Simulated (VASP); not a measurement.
# TiO2 (Rutile): what each functional gives, and what it costs, part 2 of 5

Which functional reproduces the measured band gap of TiO2 (Rutile), and what does it cost? The start is a cell from a database of measured crystal structures.

VASP 6.6.1, plane waves and PAW; the level of theory is named at each step.

So far, least gap on mesh and path (eV): step 2 (bands, level LDA) 1.77.

**3. Bands with PBE**

This step: PBE; plane waves and PAW (Ti_sv, O) (VASP 6.6.1).

PBE, the usual starting point, adds the gradient of the density.

The input, INCAR:

```
SYSTEM = TiO2
PREC = Accurate
ENCUT = 520
EDIFF = 1E-06
NELM = 100
ISMEAR = 0
SIGMA = 0.02
LREAL = .FALSE.
ALGO = Normal
GGA = PE
NBANDS = 40
LASPH = .TRUE.
LORBIT = 11
LWAVE = .FALSE.
LCHARG = .FALSE.
KPAR = 4
NCORE = 2
```

The input, POSCAR:

```
TiO2
1.0
    4.5922000000      0.0000000000      0.0000000000
    0.0000000000      4.5922000000      0.0000000000
    0.0000000000      0.0000000000      2.9574000000
Ti O
2 4
Direct
    0.0000000000      0.0000000000      0.0000000000
    0.5000000000      0.5000000000      0.5000000000
    0.3049600000      0.3049600000      0.0000000000
    0.1950400000      0.8049600000      0.5000000000
    0.6950400000      0.6950400000      0.0000000000
    0.8049600000      0.1950400000      0.5000000000
```

The input, KPOINTS:

```
Automatic mesh
0
Gamma
3 3 5
0 0 0
```

The input, KPOINTS_OPT:

```
Line mode
16
Line-mode
Reciprocal
  0.00000000   0.00000000   0.00000000 GAMMA
  0.00000000   0.50000000   0.00000000 X

  0.00000000   0.50000000   0.00000000 X
  0.50000000   0.50000000   0.00000000 M

  0.50000000   0.50000000   0.00000000 M
  0.00000000   0.00000000   0.00000000 GAMMA

  0.00000000   0.00000000   0.00000000 GAMMA
  0.00000000   0.00000000   0.50000000 Z

  0.00000000   0.00000000   0.50000000 Z
  0.00000000   0.50000000   0.50000000 R

  0.00000000   0.50000000   0.50000000 R
  0.50000000   0.50000000   0.50000000 A

  0.50000000   0.50000000   0.50000000 A
  0.00000000   0.00000000   0.50000000 Z

  0.00000000   0.50000000   0.00000000 X
  0.00000000   0.50000000   0.50000000 R

  0.50000000   0.50000000   0.00000000 M
  0.50000000   0.50000000   0.50000000 A
```

PAW data sets: Ti_sv and O (PBE family, release 64).

Command:

```
> mpirun -np 8 vasp_std
```

Output:

```text
[banner, memory and clock lines left out]
running    8 mpi-ranks, on    1 nodes
 distrk:  each k-point on    2 cores,    4 groups
 distr:  one band on    2 cores,    1 groups

 POSCAR found type information on POSCAR TiO
 POSCAR found :  2 types and       6 ions
 LDA part: xc-table for (Slater+PW92), standard interpolation
 POSCAR, INCAR and KPOINTS ok, starting setup
 FFT: planning ... GRIDC
 FFT: planning ... GRID_SOFT
 FFT: planning ... GRID
 WAVECAR not read
 entering main loop
       N       E                     dE             d eps       ncg     rms          rms(c)
DAV:   1     0.636511935804E+03    0.63651E+03   -0.23211E+04   720   0.142E+03
DAV:   2     0.138109142264E+02   -0.62270E+03   -0.56391E+03   720   0.446E+02
DAV:   3    -0.660320671300E+02   -0.79843E+02   -0.78054E+02   912   0.159E+02
DAV:   4    -0.709428638248E+02   -0.49108E+01   -0.48859E+01  1064   0.338E+01
DAV:   5    -0.711175830166E+02   -0.17472E+00   -0.17470E+00   888   0.485E+00    0.315E+01
DAV:   6    -0.543594070345E+02    0.16758E+02   -0.39283E+01   952   0.731E+01    0.117E+01
DAV:   7    -0.539020101737E+02    0.45740E+00   -0.72037E+00   864   0.269E+01    0.954E+00
DAV:   8    -0.537836092453E+02    0.11840E+00   -0.39887E-01   896   0.439E+00    0.734E+00
DAV:   9    -0.538443539809E+02   -0.60745E-01   -0.67250E-01  1048   0.114E+01    0.412E+00
DAV:  10    -0.536875033398E+02    0.15685E+00   -0.17780E-01   856   0.415E+00    0.203E+00
DAV:  11    -0.536408314541E+02    0.46672E-01   -0.74746E-02  1040   0.328E+00    0.801E-01
DAV:  12    -0.536390668994E+02    0.17646E-02   -0.10615E-02   824   0.708E-01    0.517E-01
DAV:  13    -0.536382787695E+02    0.78813E-03   -0.15488E-03   912   0.281E-01    0.219E-01
DAV:  14    -0.536379046664E+02    0.37410E-03   -0.78363E-04   832   0.156E-01    0.601E-02
DAV:  15    -0.536378712310E+02    0.33435E-04   -0.68907E-05  1048   0.573E-02    0.374E-02
DAV:  16    -0.536378558365E+02    0.15394E-04   -0.99647E-06   984   0.414E-02    0.101E-02
DAV:  17    -0.536378542727E+02    0.15638E-05   -0.41564E-06   904   0.186E-02    0.183E-03
DAV:  18    -0.536378544946E+02   -0.22190E-06   -0.76888E-07   480   0.481E-03
   1 F= -.53637854E+02 E0= -.53637854E+02  d E =-.264178E-65
 Start KPOINTS_OPT (optional k-point list driver)
k-point batch [1-9\144]
       N       E                     dE             ncg
DAV:   1     0.436935154905E+03   -0.12460E+04      728
DAV:   2    -0.465916153777E+04   -0.50961E+04      760
DAV:   3    -0.529734809444E+04   -0.63819E+03      944
DAV:   4    -0.533740887031E+04   -0.40061E+02     1024
DAV:   5    -0.533872872983E+04   -0.13199E+01      856
DAV:   6    -0.533875636503E+04   -0.27635E-01      928
DAV:   7    -0.533875678325E+04   -0.41822E-03      872
DAV:   8    -0.533875678874E+04   -0.54858E-05      888
DAV:   9    -0.533875678878E+04   -0.45731E-07      504
[...]
k-point batch [136-144\144]
       N       E                     dE             ncg
DAV:   1     0.388093196640E+03   -0.16316E+05      720
DAV:   2    -0.470376554615E+04   -0.50919E+04      744
DAV:   3    -0.532715578723E+04   -0.62339E+03      968
DAV:   4    -0.537026014546E+04   -0.43104E+02     1008
DAV:   5    -0.537176785925E+04   -0.15077E+01      888
DAV:   6    -0.537178475099E+04   -0.16892E-01      896
DAV:   7    -0.537178543734E+04   -0.68634E-03      912
DAV:   8    -0.537178547459E+04   -0.37256E-04      776
DAV:   9    -0.537178547706E+04   -0.24674E-05      520
DAV:  10    -0.537178547724E+04   -0.18300E-06      488
```

It took 76 s on 8 MPI ranks of AMD EPYC 7R43, shared host; peak memory 1.2 GiB; 8.1 min of CPU time.

From OUTCAR (step 3):

```text
 Found      9 irreducible k-points:

   NELECT =      48.0000    total number of electrons

 E-fermi :   5.1004

 k-point     1 :       0.0000    0.0000    0.0000
  band No.  band energies     occupation
    ...
     20       2.8784      2.00000
     21       4.1578      2.00000
     22       4.4177      2.00000
     23       4.4177      2.00000
     24       4.8614      2.00000
     25       6.7287      0.00000
     26       7.0385      0.00000
     27       7.2632      0.00000
     28       7.3535      0.00000
     29       7.3535      0.00000
    ...

 k-point     2 :       0.3333    0.0000    0.0000
  band No.  band energies     occupation
    ...
     20       2.8660      2.00000
     21       2.9828      2.00000
     22       3.5944      2.00000
     23       3.9706      2.00000
     24       4.4601      2.00000
     25       7.1779      0.00000
     26       7.4404      0.00000
     27       7.7068      0.00000
     28       7.7803      0.00000
     29       7.9052      0.00000
    ...

  Total        2.4141567      2.4141567      2.2904722      0.0000000      0.0000000      0.0000000
  in kB       62.0189448     62.0189448     58.8415285      0.0000000      0.0000000      0.0000000
  external PRESSURE =      60.9598061 kB  Pullay stress =       0.0000000 kB

 POSITION                                       TOTAL-FORCE (eV/Angst)
 -----------------------------------------------------------------------------------
      0.00000      0.00000      0.00000         0.000000     -0.000000     -0.000000
      2.29610      2.29610      1.47870         0.000000     -0.000000     -0.000000
      1.40044      1.40044      0.00000        -0.090115     -0.090115      0.000000
      0.89566      3.69654      1.47870         0.090115     -0.090115      0.000000
      3.19176      3.19176      0.00000         0.090115      0.090115     -0.000000
      3.69654      0.89566      1.47870        -0.090115      0.090115     -0.000000
 -----------------------------------------------------------------------------------
    total drift:                                0.000000      0.000000     -0.000000

  FREE ENERGIE OF THE ION-ELECTRON SYSTEM (eV)
  ---------------------------------------------------
  free  energy   TOTEN  =       -53.6378544946 eV

  energy  without entropy=      -53.6378544946  energy(sigma->0) =      -53.63785449

 total charge
# of ion       s       p       d       tot
------------------------------------------
    1        2.222   6.302   1.718  10.242
    2        2.222   6.302   1.718  10.242
    3        1.573   3.504   0.000   5.077
    4        1.573   3.504   0.000   5.077
    5        1.573   3.504   0.000   5.077
    6        1.573   3.504   0.000   5.077
--------------------------------------------------
tot         10.736  26.619   3.436  40.792

[... 9 parts as in an earlier step ...]

[... 5 further parts left out ...]
```

At this level the cell is under a pressure of 6.1 GPa, so at these settings it is away from equilibrium.

Numbers from this step:

- SCF cycles: 18
- free energy (TOTEN): -53.6379 eV
- Fermi energy: 5.100 eV
- pressure: 6.096 GPa
- least gap on mesh and path: 1.867 eV
- least direct gap on mesh and path: 1.867 eV

Electronic bands along the path, in eV, zero at the valence-band top; v1 is the highest filled band, c1 the lowest empty one:

```csv
point,v4,v3,v2,v1,c1,c2,c3,c4
Γ,-0.70,-0.44,-0.44,0.00,1.87,2.18,2.40,2.49
0.53 of the way,-1.54,-1.10,-0.84,-0.26,2.20,2.52,2.74,2.82
X,-1.64,-1.64,-0.75,-0.75,2.54,2.54,3.01,3.01
0.47 of the way,-1.49,-1.49,-1.06,-1.06,2.31,2.31,2.79,2.79
M,-1.31,-1.31,-1.05,-1.05,1.91,1.91,2.51,2.51
0.53 of the way,-1.67,-1.11,-1.05,-0.35,1.95,2.50,2.59,3.01
Γ,-0.70,-0.44,-0.44,0.00,1.87,2.18,2.40,2.49
0.53 of the way,-1.73,-1.59,-1.59,-0.55,2.23,2.58,2.90,3.19
Z,-2.37,-2.37,-1.42,-1.42,2.96,2.96,3.16,3.16
0.47 of the way,-1.83,-1.83,-1.61,-1.61,2.50,2.50,3.17,3.17
R,-2.04,-2.04,-1.03,-1.03,1.90,1.90,3.18,3.18
0.47 of the way,-1.56,-1.56,-0.90,-0.90,2.13,2.13,3.19,3.19
A,-1.28,-1.28,-0.67,-0.67,2.59,2.59,3.20,3.20
0.53 of the way,-1.90,-1.65,-1.39,-1.28,2.14,2.79,3.17,3.18
Z,-2.37,-2.37,-1.42,-1.42,2.96,2.96,3.16,3.16
jump to X,-1.64,-1.64,-0.75,-0.75,2.54,2.54,3.01,3.01
0.47 of the way,-2.02,-2.02,-0.81,-0.81,2.60,2.60,3.17,3.17
R,-2.04,-2.04,-1.03,-1.03,1.90,1.90,3.18,3.18
jump to M,-1.31,-1.31,-1.05,-1.05,1.91,1.91,2.51,2.51
0.53 of the way,-1.74,-1.74,-1.28,-1.28,2.74,2.74,2.91,2.91
A,-1.28,-1.28,-0.67,-0.67,2.59,2.59,3.20,3.20
```

Of the projections kept (Ti, O), the largest for each band there; the rest of the weight can lie on other orbitals:

```csv
point,v4,v3,v2,v1,c1,c2,c3,c4
Γ,O 0.96,O 0.99,O 0.99,O 0.95,Ti 0.98,Ti 0.90,Ti 0.96,Ti 1.00
X,O 0.83,O 0.83,O 0.96,O 0.96,Ti 0.88,Ti 0.88,Ti 0.91,Ti 0.91
M,O 0.93,O 0.93,O 0.94,O 0.94,Ti 0.96,Ti 0.96,Ti 1.00,Ti 1.00
Γ,O 0.96,O 0.99,O 0.99,O 0.95,Ti 0.98,Ti 0.90,Ti 0.96,Ti 1.00
Z,O 0.83,O 0.83,O 0.88,O 0.88,Ti 0.85,Ti 0.85,Ti 0.96,Ti 0.96
R,O 0.74,O 0.74,O 0.99,O 0.99,Ti 0.99,Ti 0.99,Ti 0.97,Ti 0.97
```

Force by atom:

```csv
atom,x (eV/Å),y (eV/Å),z (eV/Å),size
Ti1,0.000,0.000,0.000,0.000
Ti2,0.000,0.000,0.000,0.000
O3,-0.090,-0.090,0.000,0.127
O4,0.090,-0.090,0.000,0.127
O5,0.090,0.090,0.000,0.127
O6,-0.090,0.090,0.000,0.127
```

The gap is 1.87 eV, direct at Γ. Against LDA that is +0.09 eV; the cost is about the same. The gap lies -1.16 eV from the measured 3.03 eV.

**4. Bands with r2SCAN**

This step: r2SCAN; plane waves and PAW (Ti_sv, O) (VASP 6.6.1).

r2SCAN adds the kinetic-energy density, costs more than a GGA and is run with LASPH.

INCAR: that of step 3 with these lines changed.

```diff
@@ -9,5 +9,5 @@
 ALGO = Normal
-GGA = PE
+METAGGA = R2SCAN
+LASPH = .TRUE.
 NBANDS = 40
-LASPH = .TRUE.
 LORBIT = 11
```

POSCAR is that of step 3.

KPOINTS is that of step 3.

KPOINTS_OPT is that of step 3.

Command:

```
> mpirun -np 8 vasp_std
```

Output:

```text
[banner, memory and clock lines left out]
running    8 mpi-ranks, on    1 nodes
[...]
[... a notice as in an earlier step ...]

 LDA part: xc-table for (None), standard interpolation
 POSCAR, INCAR and KPOINTS ok, starting setup
[...]
entering main loop
       N       E                     dE             d eps       ncg     rms          rms(c)
DAV:   1     0.629135818473E+03    0.62914E+03   -0.23508E+04   720   0.145E+03
DAV:   2    -0.139430125152E+02   -0.64308E+03   -0.58488E+03   736   0.458E+02
DAV:   3    -0.963979895473E+02   -0.82455E+02   -0.80672E+02   936   0.163E+02
DAV:   4    -0.101767783018E+03   -0.53698E+01   -0.53372E+01  1072   0.350E+01
[...]
DAV:  14    -0.697901684814E+02    0.36251E-04   -0.97301E-05   864   0.761E-02    0.181E-02
DAV:  15    -0.697901631954E+02    0.52861E-05   -0.85268E-06   912   0.220E-02    0.978E-03
DAV:  16    -0.697901623423E+02    0.85310E-06   -0.13701E-06   616   0.168E-02
   1 F= -.69790162E+02 E0= -.69790162E+02  d E =-.453807E-21
 Start KPOINTS_OPT (optional k-point list driver)
k-point batch [1-9\144]
       N       E                     dE             ncg
DAV:   1     0.224091154448E+03   -0.14588E+04      728
DAV:   2    -0.506979203039E+04   -0.52939E+04      760
DAV:   3    -0.573082699518E+04   -0.66103E+03      952
DAV:   4    -0.577196682098E+04   -0.41140E+02     1032
DAV:   5    -0.577332814834E+04   -0.13613E+01      840
DAV:   6    -0.577335159964E+04   -0.23451E-01      928
DAV:   7    -0.577335181914E+04   -0.21950E-03      880
DAV:   8    -0.577335182484E+04   -0.57061E-05      840
DAV:   9    -0.577335182491E+04   -0.62349E-07      512
[...]
k-point batch [136-144\144]
       N       E                     dE             ncg
DAV:   1     0.171652360843E+03   -0.16532E+05      720
DAV:   2    -0.511593431749E+04   -0.52876E+04      744
DAV:   3    -0.576032889022E+04   -0.64439E+03      968
DAV:   4    -0.580486250007E+04   -0.44534E+02     1024
[...]
DAV:   8    -0.580653728702E+04   -0.41117E-04      768
DAV:   9    -0.580653728976E+04   -0.27327E-05      504
DAV:  10    -0.580653728996E+04   -0.19816E-06      496
```

Run time: 3.8 min. Hardware: 8 MPI ranks; peak memory 1.2 GiB; 25 min of CPU time.

Parts of OUTCAR (step 4):

```text
  Total        0.5377303      0.5377303      0.6391512      0.0000000      0.0000000      0.0000000
  in kB       13.8141260     13.8141260     16.4195979      0.0000000      0.0000000      0.0000000
  external PRESSURE =      14.6826166 kB  Pullay stress =       0.0000000 kB

 POSITION                                       TOTAL-FORCE (eV/Angst)
 -----------------------------------------------------------------------------------
      0.00000      0.00000      0.00000        -0.000000      0.000000     -0.000000
      2.29610      2.29610      1.47870        -0.000000      0.000000     -0.000000
      1.40044      1.40044      0.00000        -0.060564     -0.060564      0.000000
      0.89566      3.69654      1.47870         0.060564     -0.060564     -0.000000
      3.19176      3.19176      0.00000         0.060564      0.060564     -0.000000
      3.69654      0.89566      1.47870        -0.060564      0.060564     -0.000000
 -----------------------------------------------------------------------------------
    total drift:                                0.000000      0.000000     -0.000000

  FREE ENERGIE OF THE ION-ELECTRON SYSTEM (eV)
  ---------------------------------------------------
  free  energy   TOTEN  =       -69.7901623423 eV

  energy  without entropy=      -69.7901623423  energy(sigma->0) =      -69.79016234

[... 2 parts as in an earlier step ...]

[... 1 further part left out ...]
[key lines of the parts left out:]
E-fermi :   4.6812
```

The PAW data sets were made with PBE, which is usual practice but a small mismatch for other functionals.

Electronic bands along the path, in eV, zero at the valence-band top; v1 is the highest filled band, c1 the lowest empty one:

```csv
point,v4,v3,v2,v1,c1,c2,c3,c4
Γ,-0.77,-0.48,-0.48,0.00,2.24,2.57,2.79,2.88
0.53 of the way,-1.58,-1.16,-0.88,-0.28,2.57,2.92,3.13,3.20
X,-1.71,-1.71,-0.77,-0.77,2.93,2.93,3.41,3.41
0.47 of the way,-1.57,-1.57,-1.09,-1.09,2.68,2.68,3.17,3.17
M,-1.39,-1.39,-1.11,-1.11,2.28,2.28,2.90,2.90
0.53 of the way,-1.72,-1.18,-1.07,-0.37,2.32,2.89,2.99,3.40
Γ,-0.77,-0.48,-0.48,0.00,2.24,2.57,2.79,2.88
0.53 of the way,-1.80,-1.63,-1.63,-0.58,2.62,2.96,3.29,3.56
Z,-2.40,-2.40,-1.48,-1.48,3.33,3.33,3.57,3.57
0.47 of the way,-1.87,-1.87,-1.66,-1.66,2.87,2.87,3.59,3.59
R,-2.08,-2.08,-1.09,-1.09,2.29,2.29,3.60,3.60
0.47 of the way,-1.60,-1.60,-0.95,-0.95,2.52,2.52,3.61,3.61
A,-1.31,-1.31,-0.72,-0.72,2.96,2.96,3.61,3.61
0.53 of the way,-1.93,-1.68,-1.44,-1.32,2.51,3.16,3.59,3.59
Z,-2.40,-2.40,-1.48,-1.48,3.33,3.33,3.57,3.57
jump to X,-1.71,-1.71,-0.77,-0.77,2.93,2.93,3.41,3.41
0.47 of the way,-2.08,-2.08,-0.84,-0.84,2.98,2.98,3.57,3.57
R,-2.08,-2.08,-1.09,-1.09,2.29,2.29,3.60,3.60
jump to M,-1.39,-1.39,-1.11,-1.11,2.28,2.28,2.90,2.90
0.53 of the way,-1.76,-1.76,-1.34,-1.34,3.13,3.13,3.30,3.30
A,-1.31,-1.31,-0.72,-0.72,2.96,2.96,3.61,3.61
```

Of the projections kept (Ti, O), the largest for each band there; the rest of the weight can lie on other orbitals:

```csv
point,v4,v3,v2,v1,c1,c2,c3,c4
Γ,O 0.96,O 0.99,O 0.99,O 0.96,Ti 0.99,Ti 0.91,Ti 0.97,Ti 1.00
X,O 0.84,O 0.84,O 0.97,O 0.97,Ti 0.89,Ti 0.89,Ti 0.93,Ti 0.93
M,O 0.93,O 0.93,O 0.94,O 0.94,Ti 0.97,Ti 0.97,Ti 1.00,Ti 1.00
Γ,O 0.96,O 0.99,O 0.99,O 0.96,Ti 0.99,Ti 0.91,Ti 0.97,Ti 1.00
Z,O 0.85,O 0.85,O 0.88,O 0.88,Ti 0.87,Ti 0.87,Ti 0.96,Ti 0.96
R,O 0.76,O 0.76,O 0.99,O 0.99,Ti 0.99,Ti 0.99,Ti 0.97,Ti 0.97
```

The gap is 2.24 eV, direct at Γ. Against LDA that is +0.46 eV; this run took 3.5 times the core time. The gap lies -0.79 eV from the measured 3.03 eV.

(Continued in part 3 of 5.)

[Lines on the potential files, build, host, timing and source positions are cut from VASP's logs without a mark.]

[Logs are printed without paths, hosts, clocks, repeated set-up lines and the standing remarks that a program may print on its own settings, such as how far it seeks lower states.]

[Hosts, paths, dates, database ids (printed as entryN), source tags and the programs' standing remarks are cut or masked in the printed files.]

[A measured line is paired with the nearest computed mode of its activity, which favours agreement.]
